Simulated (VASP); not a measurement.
# CaC2 (Immm) in VASP: single point with LDA

Aim: the single point of CaC2 with LDA.

All numbers are computed with VASP 6.6.1; they aren't measurements. Logs are shortened: lines on timing, memory, paths and dates and some standing lists are left out, and cuts for length are marked.

## (1) The crystal as given

It takes space group Immm (No. 71, orthorhombic). The conventional cell has a = 3.790 Å, b = 4.887 Å, c = 5.360 Å, α = 90.00°, β = 90.00°, γ = 90.00°. Around Ca (site symmetry mmm) lie 8 C at 2.62 to 2.75 Å. C (site symmetry m2m) has 1 C at 1.26 Å as nearest neighbours.

The cell comes from a database or a generator and needn't be the stable form of this composition.

## (2) Single point, LDA

Contents of INCAR:

```
SYSTEM = CaC2
ALGO = Fast ; EDIFF = 1E-6
ENCUT = 520 ; GGA = CA
ISIF = 2 ; ISMEAR = 0
LASPH = .True. ; LCHARG = .False.
LREAL = .False. ; LWAVE = .False.
NBANDS = 16 ; NELM = 100
PREC = Accurate ; SIGMA = 0.05
```

Contents of KPOINTS:

```
k-points
0
Gamma
  10 10 10
  0 0 0
```

Contents of POSCAR:

```
CaC2
1.0
   -1.8948765550      2.4432612300      2.6801311800
    1.8948765550     -2.4432612300      2.6801311800
    1.8948765550      2.4432612300     -2.6801311800
Ca C
1 2
Direct
    0.0000000000      0.0000000000      0.0000000000
    0.3712390700      0.5000000000      0.8712390700
    0.6287609300      0.5000000000      0.1287609300
```

Potentials or basis: VASP PAW LDA potentials, release 64 (Ca_sv, C).

The run is started by

```sh
$ cat potpaw_LDA.64/Ca_sv/POTCAR potpaw_LDA.64/C/POTCAR > POTCAR
$ mpirun -np 1 vasp_std > vasp.out
```

OUTCAR:

```text
SYSTEM = CaC2
   EDIFF = 1E-6
   ENCUT = 520
   GGA = CA
   ISIF = 2
   ISMEAR = 0
   LASPH = .True.
   LREAL = .False.
   NELM = 100
   PREC = Accurate

 ion  position               nearest neighbor table
   1  0.000  0.000  0.000-
   2  0.371  0.500  0.871-   3 1.26
   3  0.629  0.500  0.129-   2 1.26

  LATTYP: Found a body centered orthorhombic cell.
 ALAT       =     3.7897531100
 B/A-ratio  =     1.2894039053
 C/A-ratio  =     1.4144093835

  Lattice vectors:

 A1 = (  -1.8948765550,   2.4432612300,   2.6801311800)
 A2 = (   1.8948765550,  -2.4432612300,   2.6801311800)
 A3 = (   1.8948765550,   2.4432612300,  -2.6801311800)

Analysis of symmetry for initial positions (statically):
=====================================================================
 Subroutine PRICEL returns:
 Original cell was already a primitive cell.

 Routine SETGRP: Setting up the symmetry group for a
 body centered orthorhombic supercell.

 Subroutine GETGRP returns: Found  8 space group operations
 (whereof  8 operations were pure point group operations)
 out of a pool of  8 trial point group operations.

The static configuration has the point symmetry D_2h.

Analysis of symmetry for dynamics (positions and initial velocities):
=====================================================================
 Subroutine PRICEL returns:
 Original cell was already a primitive cell.

 Routine SETGRP: Setting up the symmetry group for a
 body centered orthorhombic supercell.

 Subroutine GETGRP returns: Found  8 space group operations
 (whereof  8 operations were pure point group operations)
 out of a pool of  8 trial point group operations.

The dynamic configuration has the point symmetry D_2h.

 Subroutine INISYM returns: Found  8 space group operations
 (whereof  8 operations are pure point group operations),
 and found     1 'primitive' translations

----------------------------------------------------------------------------------------

                                     Primitive cell

  volume of cell :      49.6326

  direct lattice vectors                    reciprocal lattice vectors
    -1.894876555  2.443261230  2.680131180     0.000000000  0.204644511  0.186558033
     1.894876555 -2.443261230  2.680131180     0.263869432  0.000000000  0.186558033
     1.894876555  2.443261230 -2.680131180     0.263869432  0.204644511  0.000000000

  length of vectors
     4.091843807  4.091843807  4.091843807     0.276917452  0.323157820  0.333925820

  position of ions in fractional coordinates (direct lattice)
     0.000000000  0.000000000  0.000000000
     0.371239070  0.500000000  0.871239070
     0.628760930  0.500000000  0.128760930

  ion indices of the primitive-cell ions
   primitive index   ion index
                 1           1
                 2           2
                 3           3

----------------------------------------------------------------------------------------

 KPOINTS: k-points

Automatic generation of k-mesh.
 Grid dimensions read from file:
 generate k-points for:   10   10   10

 Generating k-lattice:

  Cartesian coordinates                     Fractional coordinates (reciprocal lattice)
     0.000000000  0.020464451  0.018655803     0.100000000  0.000000000  0.000000000
     0.026386943  0.000000000  0.018655803     0.000000000  0.100000000  0.000000000
     0.026386943  0.020464451  0.000000000     0.000000000  0.000000000  0.100000000

  Length of vectors
     0.027691745  0.032315782  0.033392582

  Shift w.r.t. Gamma in fractional coordinates (k-lattice)
     0.000000000  0.000000000  0.000000000

 Subroutine IBZKPT returns following result:
 ===========================================

 Found    171 irreducible k-points:

 Following reciprocal coordinates:
            Coordinates               Weight
  0.000000  0.000000  0.000000      1.000000
  0.100000  0.000000 -0.000000      4.000000
  0.200000  0.000000 -0.000000      4.000000
  0.300000  0.000000  0.000000      4.000000
  0.400000  0.000000  0.000000      4.000000
  0.500000  0.000000 -0.000000      2.000000
[... 16 lines left out ...]
 -0.400000  0.200000  0.000000      8.000000
 -0.300000  0.200000  0.000000      8.000000
 [... further k-points ...]
   k-points           NKPTS =    171   k-points in BZ     NKDIM =    171   number of bands    NBANDS=     16
   number of dos      NEDOS =    301   number of ions     NIONS =      3
   total plane-waves  NPLWV =  27000
   dimension x,y,z NGX =    30 NGY =   30 NGZ =   30
   dimension x,y,z NGXF=    60 NGYF=   60 NGZF=   60
   ions per type =               1   2
   NGX,Y,Z   is equivalent  to a cutoff of  12.19, 12.19, 12.19 a.u.
   NGXF,Y,Z  is equivalent  to a cutoff of  24.38, 24.38, 24.38 a.u.
 SYSTEM =  CaC2
   PREC   = accura    normal or accurate (medium, high low for compatibility)
   ISTART =      0    job   : 0-new  1-cont  2-samecut
   ICHARG =      2    charge: 1-file 2-atom 10-const
   ISPIN  =      1    spin polarized calculation?
   LNONCOLLINEAR =      F non collinear calculations
   LSORBIT =      F    spin-orbit coupling
   LASPH  =      T    aspherical Exc in radial PAW
   ENCUT  =  520.0 eV  38.22 Ry    6.18 a.u.   7.61  7.61  7.61*2*pi/ulx,y,z
   NELM   =    100;   NELMIN=  2; NELMDL= -5     # of ELM steps
   EDIFF  = 0.1E-05   stopping-criterion for ELM
   LREAL  =      F    real-space projection
   EDIFFG = 0.1E-04   stopping-criterion for IOM
   NSW    =      0    number of steps for IOM
   IBRION =     -1    ionic relax: 0-MD 1-quasi-New 2-CG
   NFREE  =      0    steps in history (QN), initial steepest desc. (CG)
   ISIF   =      2    stress and relaxation
   ISYM   =      2    0-nonsym 1-usesym 2-fastsym
   POTIM  = 0.5000    time-step for ionic-motion
   TEBEG  =    0.0;   TEEND  =   0.0 temperature during run
   PSTRESS=    0.0 pullay stress
   NELECT =      18.0000    total number of electrons
   NUPDOWN=      -1.0000    fix difference up-down
   EMIN   =  10.00;   EMAX   =-10.00  energy-range for DOS
   EFERMI =   0.00;   METHOD = LEGACY
   ISMEAR =     0;   SIGMA  =   0.05  broadening in eV -4-tet -1-fermi 0-gaus
   EFERMI_NEDOS =   21; number of points for ismear=-14 and -15
   IALGO  =     68    algorithm
   IMIX   =      4    mixing-type and parameters
     AMIX     =   0.40;   BMIX     =  1.00
     AMIX_MAG =   1.60;   BMIX_MAG =  1.00
  volume/ion in A,a.u.               =      16.54       111.65
  Fermi-wavevector in a.u.,A,eV,Ry     =   1.167464  2.206186 18.544352  1.362971
  Thomas-Fermi vector in A             =   2.303963
   LORBIT       =      0    0 simple, 1 ext, 2 COOP (PROOUT), +10 PAW based schemes
   GGA     = CA    functional components
   LHFCALC =     F    Hartree Fock is set to
   AEXX    =    0.0000 exact exchange contribution
   IVDW    =     0    specifies the selected vdW correction
   LEPSILON=     F    determine dielectric tensor
   LRPA    =     F    only Hartree local field effects (RPA)
 non-spin polarized calculation
 RMM-DIIS sequential band-by-band and
 Gauss-broadening in eV      SIGMA  =   0.05
  energy-cutoff  :      520.00
  volume of cell :       49.63
 maximum number of plane-waves:      1356
   NGX = 15   NGY = 15   NGZ = 15

 number of electron      18.0000000 magnetization

 Free energy of the ion-electron system (eV)
  ---------------------------------------------------
  ext. energy  EPLUGINS =         0.00000000
  ---------------------------------------------------
  free energy    TOTEN  =       -22.12973878 eV

  energy without entropy =      -22.12973878  energy(sigma->0) =      -22.12973878

 E-fermi :   0.9427     XC(G=0):  -9.6361

 val. band max:        0.6426248829   @ k =   0.3000  -0.2000   0.2000
 cond. band min:       2.8957765733   @ k =   0.0000   0.0000   0.0000
 fundamental gap:      2.2531516904
 Fermi energy:         0.9426838219

 k-point     1 :       0.0000    0.0000    0.0000
  band No.  band energies     occupation
      1     -37.4685      2.00000
      2     -18.7835      2.00000
      3     -18.7794      2.00000
      4     -18.6643      2.00000
      5     -11.4993      2.00000
      6      -1.6128      2.00000
[... 8 lines left out ...]
     15       9.5134      0.00000
     16      10.5955      0.00000

 k-point     2 :       0.1000    0.0000   -0.0000
  band No.  band energies     occupation
      1     -37.4678      2.00000
      2     -18.7948      2.00000
      3     -18.7802      2.00000
      4     -18.6658      2.00000
      5     -11.4634      2.00000
      6      -2.1205      2.00000
[... 8 lines left out ...]
     15       9.3734      0.00000
     16      10.3789      0.00000

 k-point     3 :       0.2000    0.0000   -0.0000
  band No.  band energies     occupation
      1     -37.4661      2.00000
      2     -18.8287      2.00000
      3     -18.7777      2.00000
      4     -18.6698      2.00000
      5     -11.3682      2.00000
      6      -2.6714      2.00000
[... 8 lines left out ...]
     15       8.9855      0.00000
     16       9.9465      0.00000

 k-point     4 :       0.3000    0.0000    0.0000
  band No.  band energies     occupation
      1     -37.4639      2.00000
      2     -18.8703      2.00000
      3     -18.7744      2.00000
      4     -18.6747      2.00000
      5     -11.2474      2.00000
      6      -3.1422      2.00000
[... 8 lines left out ...]
     15       8.5042      0.00000
     16       9.6770      0.00000

 k-point     5 :       0.4000    0.0000    0.0000
  band No.  band energies     occupation
      1     -37.4622      2.00000
      2     -18.9034      2.00000
      3     -18.7717      2.00000
      4     -18.6787      2.00000
      5     -11.1469      2.00000
      6      -3.4620      2.00000
[... 8 lines left out ...]
     15       8.7213      0.00000
     16       8.7737      0.00000

 k-point     6 :       0.5000    0.0000   -0.0000
  band No.  band energies     occupation
      1     -37.4615      2.00000
      2     -18.9159      2.00000
      3     -18.7706      2.00000
      4     -18.6802      2.00000
      5     -11.1078      2.00000
      6      -3.5757      2.00000
[... 8 lines left out ...]
     15       8.2485      0.00000
     16       8.8906      0.00000

 k-point     7 :       0.0000    0.1000   -0.0000
  band No.  band energies     occupation
      1     -37.4670      2.00000
      2     -18.7852      2.00000
      3     -18.7851      2.00000
      4     -18.6792      2.00000
      5     -11.4537      2.00000
      6      -1.6344      2.00000
[... 8 lines left out ...]
     15       9.5860      0.00000
     16      10.4023      0.00000

 k-point     8 :       0.1000    0.1000   -0.0000
  band No.  band energies     occupation
      1     -37.4658      2.00000
      2     -18.8099      2.00000
      3     -18.7832      2.00000
      4     -18.6812      2.00000
      5     -11.3862      2.00000
      6      -2.2221      2.00000
[... 8 lines left out ...]
     15       9.4328      0.00000
     16      10.0029      0.00000

 k-point     9 :       0.2000    0.1000    0.0000
  band No.  band energies     occupation
      1     -37.4639      2.00000
      2     -18.8479      2.00000
      3     -18.7801      2.00000
      4     -18.6854      2.00000
      5     -11.2799      2.00000
      6      -2.7636      2.00000
[... 8 lines left out ...]
     15       8.8874      0.00000
     16       9.7061      0.00000
[... 172 lines left out ...]
 k-point    19 :       0.2000    0.2000   -0.0000
  band No.  band energies     occupation
      1     -37.4601      2.00000
      2     -18.8610      2.00000
      3     -18.7895      2.00000
      4     -18.7188      2.00000
      5     -11.1683      2.00000
      6      -2.7892      2.00000
[... 8 lines left out ...]
     15       8.7445      0.00000
     16       9.6901      0.00000

 k-point    20 :       0.3000    0.2000   -0.0000
  band No.  band energies     occupation
      1     -37.4587      2.00000
      2     -18.8839      2.00000
      3     -18.7877      2.00000
      4     -18.7237      2.00000
      5     -11.1058      2.00000
      6      -3.0827      2.00000
[... 8 lines left out ...]
     15       8.7206      0.00000
     16       9.5947      0.00000

 k-point    21 :       0.4000    0.2000    0.0000
  band No.  band energies     occupation
      1     -37.4581      2.00000
      2     -18.8913      2.00000
      3     -18.7865      2.00000
      4     -18.7262      2.00000
      5     -11.0935      2.00000
      6      -3.2215      2.00000
[... 8 lines left out ...]
     15       8.6014      0.00000
     16       9.3247      0.00000

 k-point    22 :       0.5000    0.2000   -0.0000
  band No.  band energies     occupation
      1     -37.4587      2.00000
      2     -18.8809      2.00000
      3     -18.7866      2.00000
      4     -18.7247      2.00000
      5     -11.1362      2.00000
      6      -3.2083      2.00000
[... 8 lines left out ...]
     15       8.6003      0.00000
     16       8.8782      0.00000

 k-point    23 :      -0.4000    0.2000    0.0000
  band No.  band energies     occupation
      1     -37.4601      2.00000
      2     -18.8557      2.00000
      3     -18.7881      2.00000
      4     -18.7203      2.00000
      5     -11.2162      2.00000
      6      -3.0678      2.00000
[... 8 lines left out ...]
     15       8.7669      0.00000
     16       8.9368      0.00000

 k-point    24 :      -0.3000    0.2000    0.0000
  band No.  band energies     occupation
      1     -37.4618      2.00000
      2     -18.8237      2.00000
      3     -18.7906      2.00000
      4     -18.7161      2.00000
      5     -11.3019      2.00000
      6      -2.8331      2.00000
[... 8 lines left out ...]
     15       9.0176      0.00000
     16       9.5091      0.00000

 [... further k-points ...]
[... 5 lines left out ...]
  --------------------------------------------------------------------------------------
  -------------------------------------------------------------------------------------
  Total       -1.3144481     -1.8567463     -1.4242871      0.0000000      0.0000000      0.0000000
  in kB      -42.4313792    -59.9371767    -45.9770662      0.0000000      0.0000000      0.0000000
  external PRESSURE =     -49.4485407 kB  Pullay stress =       0.0000000 kB

 VOLUME and BASIS-vectors are now :
 -----------------------------------------------------------------------------
  energy-cutoff  :      520.00
  volume of cell :       49.63
      direct lattice vectors                 reciprocal lattice vectors
    -1.894876555  2.443261230  2.680131180     0.000000000  0.204644511  0.186558033
     1.894876555 -2.443261230  2.680131180     0.263869432  0.000000000  0.186558033
     1.894876555  2.443261230 -2.680131180     0.263869432  0.204644511  0.000000000

 POSITION                                       TOTAL-FORCE (eV/Angst)
 -----------------------------------------------------------------------------------
      0.00000      0.00000      0.00000         0.000000     -0.000000     -0.000000
      1.89488      1.81407     -0.00000         0.000000      0.381189      0.000000
     -0.00000      0.62919      2.68013         0.000000     -0.381189      0.000000
 -----------------------------------------------------------------------------------
    total drift:                                0.000000      0.000000      0.000000

  FREE ENERGIE OF THE ION-ELECTRON SYSTEM (eV)
  ---------------------------------------------------
  free  energy   TOTEN  =       -22.1297387836 eV

  energy  without entropy=      -22.1297387836  energy(sigma->0) =      -22.12973878
```

Run time: 3.4 min. Hardware: 1 thread of AMD EPYC 7R13 (Zen 3), shared host; peak memory 0.22 GiB.

What came out:

| Property | Result |
| --- | --- |
| Free energy | -22.1297 eV |
| Pressure | -4.9 GPa |
| Largest force | 0.381 eV/Å |
| Band gap on the k mesh | 2.25 eV, indirect (least direct gap 2.53 eV) |

Forces in eV/Å, atoms in the order of the input:
```
Ca   0.000  0.000  0.000
C    0.000  0.381  0.000
C    0.000 -0.381  0.000
```

Levels at points of the mesh, in eV from the valence-band top:
```
           k point  band 6  band 7  band 8  band 9  band 10  band 11  band 12  band 13
(0.00, 0.00, 0.00)   -2.26   -2.13   -0.54   -0.28     2.25     3.53     5.44     5.75
(0.50, 0.00, 0.00)   -4.22   -1.64   -0.99   -0.19     4.73     5.31     6.18     6.66
(0.00, 0.50, 0.00)   -3.22   -2.80   -1.28   -0.76     4.31     6.06     6.49     7.06
(0.50, 0.50, 0.00)   -3.32   -1.38   -1.14   -0.71     2.48     3.75     6.89     6.97
(0.50, 0.50, 0.50)   -3.26   -2.17   -1.07   -0.85     4.21     4.78     6.60     7.16
```

Caveat: the standard files for N, O and F lose accuracy on very short bonds. LDA gaps usually lie below the measured ones, often by a third to a half.
